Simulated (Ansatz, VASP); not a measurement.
**Two plane-wave programs on ZnCd3Se2S2**

```
CELL_PARAMETERS angstrom
0.00000 4.21653 5.93001
4.18829 0.00000 5.93001
4.18829 4.21653 0.00000
ATOMIC_POSITIONS crystal
Zn 0.99208 0.99208 0.00792
Cd 0.75643 0.75643 0.74357
Cd 0.25643 0.25643 0.24357
Cd 0.49630 0.49630 0.50370
Se 0.88321 0.35396 0.64604
Se 0.35396 0.88321 0.11679
S 0.64465 0.11695 0.35535
S 0.11695 0.64465 0.88305
```

Alike in both runs: functional PBE; k mesh 6 × 6 × 6; occupations gaussian, width 0.02 eV; no spin polarisation.

Ansatz relaxed the structure, and its values are those at the end. VASP's run is a single point on that final structure, the one shown.

|  | VASP | Ansatz |
| --- | --- | --- |
| version | VASP 6.6.1 | Ansatz 0.2.0 |
| potentials or method | VASP PAW PBE potentials, release 64 (Zn, Cd, Se, S) | scalar-relativistic, plane waves, PAW |
| plane-wave cutoff (eV) | 520 | 420 |
| valence electrons in the cell | 72 | 116 |

|  | VASP | Ansatz | Ansatz less VASP |
| --- | --- | --- | --- |
| gap on the k mesh at the Fermi level (eV) | 0.81 | 0.81 | 0.000 |
| least direct gap on the mesh (eV) | 0.81 | 0.81 | 0.000 |
| pressure (GPa) | 0.2 | 0.0 | -0.25 |
| rms of the force components (eV/Å) | 0.007 | 0.001 | -0.0051 |

With one functional, cell and mesh, what is left measures potentials, basis and numerics. The two sets of potentials don't hold the same shells in valence.
